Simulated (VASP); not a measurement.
Data:

```yaml
crystal:
  lattice:
    - [2.76794, 0.00000, 0.00000]
    - [-1.38397, 2.39711, 0.00000]
    - [0.00000, 0.00000, 5.78283]
  atoms:
    - { symbol: Ti, position: [0.00000, 0.00000, 0.00000] }
    - { symbol: Ti, position: [0.00000, 0.00000, 0.50000] }
    - { symbol: O, position: [0.33333, 0.66667, 0.25000] }
    - { symbol: O, position: [0.66667, 0.33333, 0.75000] }
```

Level of theory: r2SCAN meta-GGA, VASP's PBE PAW potentials (set 64) (plane waves; VASP). Numerical set-up: 520 eV cut-off, 14×14×6 Γ-centred mesh, tetrahedra with Blöchl corrections, potentials Ti_sv O.

The cores are frozen, which limits the accuracy of field gradients.

Problem. Give the principal components of the electric field gradient (V/Å²) and the asymmetry η at each nucleus.

Solution. 
```tsv
atom	Vxx	Vyy	Vzz	η
Ti1	7.8	7.8	-15.6	0.00
Ti2	7.8	7.8	-15.6	0.00
O3	-14.4	-14.4	28.8	0.00
O4	-14.4	-14.4	28.8	0.00
```

The structure was generated: TiO was put into the NiAs type type (P6_3/mmc), which need not be its known phase. It was relaxed first, which changed the volume by -32 %.
